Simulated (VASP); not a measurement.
Data:

```
Sb
1.0
    3.34119     0.00000     0.00000
   -1.67059     2.89355     0.00000
    0.00000     0.00000     5.56977
Sb
2
Cartesian
  0.00000   1.92903   1.39244
  1.67059   0.96452   4.17733
```

Level of theory: r2SCAN meta-GGA, VASP's PBE PAW potentials (set 64) (plane waves; VASP 6.6.1). Run with 400 eV cut-off, 14×14×8 Γ-centred mesh, tetrahedra with Blöchl corrections, potentials Sb.

Task: The job: Sb (space group P6_3/mmc), 2 atoms, r2SCAN, static run, 400 eV, 14×14×8 Γ-centred mesh. Roughly how much core time does it take on a busy server core?

Result: About 3 core-minutes (one run on a shared machine, a rough figure). It had 120 irreducible k-points, 9 bands, up to 1003 plane waves and 29 electronic steps.

The structure comes from a computed database's Sb entry (P6_3/mmc); how it stands against other phases isn't given here. It was relaxed first.
